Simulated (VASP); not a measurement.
Calculation: PBE GGA, VASP's PBE PAW potentials (set 64) (plane waves; VASP).

A VASP calculation is set up with these files.

### INCAR
```
! general
SYSTEM   =  MgS
PREC     =  Accurate
ENCUT    =  500
LREAL    =  .FALSE.
LASPH    =  .TRUE.

! electronic loop
EDIFF    =  1E-6
NELM     =  100
ALGO     =  Normal

! smearing
ISMEAR   =  0
SIGMA    =  0.05

! functional
GGA      =  PE

! ions
IBRION   =  2
NSW      =  40
ISIF     =  3
EDIFFG   =  -0.02
PSTRESS  =  200

! output
LWAVE    =  .FALSE.
LCHARG   =  .FALSE.
```

File KPOINTS:
```
Automatic mesh
0
Gamma
9 9 9
0 0 0
```

### POSCAR
```
MgS
1
   -0.0000000000     2.4570485704     2.4570485704
    2.4570485704     0.0000000000     2.4570485704
    2.4570485704     2.4570485704     0.0000000000
Mg S
1 1
Direct
  0.0000000000   0.0000000000   0.0000000000
  0.5000000000   0.5000000000   0.5000000000
```

POTCAR, in this order: Mg S (PBE.64 set). Program: vasp_std.

Output of the run:

### OSZICAR
```
       N       E                     dE             d eps       ncg     rms          rms(c)
DAV:   1     0.212015039455E+02    0.21202E+02   -0.39884E+03   616   0.815E+02
DAV:   2    -0.789119202079E+01   -0.29093E+02   -0.27017E+02   800   0.108E+02
DAV:   3    -0.854341223230E+01   -0.65222E+00   -0.65222E+00   744   0.218E+01
DAV:   4    -0.854541498351E+01   -0.20028E-02   -0.20028E-02   896   0.134E+00
DAV:   5    -0.854541736812E+01   -0.23846E-05   -0.23846E-05   712   0.341E-02    0.534E+00
DAV:   6    -0.822682078655E+01    0.31860E+00   -0.72657E-01   576   0.453E+00    0.426E+00
DAV:   7    -0.818526314495E+01    0.41558E-01   -0.24382E-01   656   0.278E+00    0.262E+00
DAV:   8    -0.818582938054E+01   -0.56624E-03   -0.99238E-03   664   0.844E-01    0.875E-01
DAV:   9    -0.818574588491E+01    0.83496E-04   -0.30175E-04   736   0.157E-01    0.204E-01
DAV:  10    -0.818577500481E+01   -0.29120E-04   -0.64968E-05   760   0.605E-02    0.110E-02
DAV:  11    -0.818577298025E+01    0.20246E-05   -0.12192E-05   664   0.192E-02    0.650E-03
DAV:  12    -0.818577296714E+01    0.13110E-07   -0.20337E-07   384   0.410E-03
   1 F= -.44824581E+01 E0= -.44824581E+01  d E =-.448246E+01
```

OUTCAR:
```
------------------------ aborting loop because EDIFF is reached ----------------------------------------
  FORCE on cell =-STRESS in cart. coord.  units (eV):
  Direction    XX          YY          ZZ          XY          YZ          ZX
  --------------------------------------------------------------------------------------
  Total        3.6791492      3.6791492      3.6791492      0.0000000      0.0000000      0.0000000
  in kB      198.6949178    198.6949178    198.6949178      0.0000000      0.0000000      0.0000000
  external PRESSURE =      -1.3050822 kB  Pullay stress =     200.0000000 kB
  volume of cell :       29.67
      direct lattice vectors                 reciprocal lattice vectors
     0.000000000  2.457048570  2.457048570    -0.203496181  0.203496181  0.203496181
     2.457048570  0.000000000  2.457048570     0.203496181 -0.203496181  0.203496181
     2.457048570  2.457048570  0.000000000     0.203496181  0.203496181 -0.203496181
 POSITION                                       TOTAL-FORCE (eV/Angst)
 -----------------------------------------------------------------------------------
      0.00000      0.00000      0.00000        -0.000000     -0.000000     -0.000000
      2.45705      2.45705      2.45705         0.000000      0.000000      0.000000
 -----------------------------------------------------------------------------------
    total drift:                                0.000000      0.000000      0.000000
  FREE ENERGIE OF THE ION-ELECTRON SYSTEM (eV)
  ---------------------------------------------------
  free  energy   TOTEN  =        -8.1857729671 eV

  energy  without entropy=       -8.1857729671  energy(sigma->0) =       -8.18577297
  enthalpy is  TOTEN    =        -4.4824581420 eV   P V=        3.7033148252

 reached required accuracy - stopping structural energy minimisation
```
(Selected blocks of OUTCAR.)

File OUTCAR:
```
 val. band max:        5.4112471515   @ k =   0.0000   0.0000   0.0000

 cond. band min:       8.6773058301   @ k =   0.4444   0.4444   0.0000


 Fermi energy:         5.6364045306

 k-point     1 :       0.0000    0.0000    0.0000
  band No.  band energies     occupation
      1      -8.3587      2.00000
      2       5.4112      2.00000
      3       5.4112      2.00000
      4       5.4112      2.00000
      5      10.6347      0.00000
      6      13.1862      0.00000
      7      13.1862      0.00000
      8      13.1862      0.00000

 k-point     2 :       0.1111    0.0000    0.0000
  band No.  band energies     occupation
      1      -8.2040      2.00000
      2       4.4466      2.00000
      3       5.2944      2.00000
      4       5.2944      2.00000
      5      11.2035      0.00000
      6      13.0654      0.00000
      7      13.4671      0.00000
      8      13.4671      0.00000

 k-point     3 :       0.2222    0.0000    0.0000
  band No.  band energies     occupation
      1      -7.7674      2.00000
      2       2.6071      2.00000
      3       5.0285      2.00000
      4       5.0285      2.00000
      5      11.0370      0.00000
      6      13.4943      0.00000
      7      13.4943      0.00000
      8      14.3675      0.00000

 k-point     4 :       0.3333    0.0000    0.0000
  band No.  band energies     occupation
      1      -7.1572      2.00000
      2       0.8615      2.00000
      3       4.7661      2.00000
      4       4.7661      2.00000
      5      10.5071      0.00000
      6      12.9093      0.00000
      7      12.9093      0.00000
      8      16.4619      0.00000

 k-point     5 :       0.4444    0.0000    0.0000
  band No.  band energies     occupation
      1      -6.6464      2.00000
      2      -0.2570      2.00000
      3       4.6121      2.00000
      4       4.6121      2.00000
      5      10.2149      0.00000
      6      12.5301      0.00000
      7      12.5301      0.00000
...
```

The compound is MgS in the rock salt structure. It was relaxed first under an external pressure of 20 GPa.
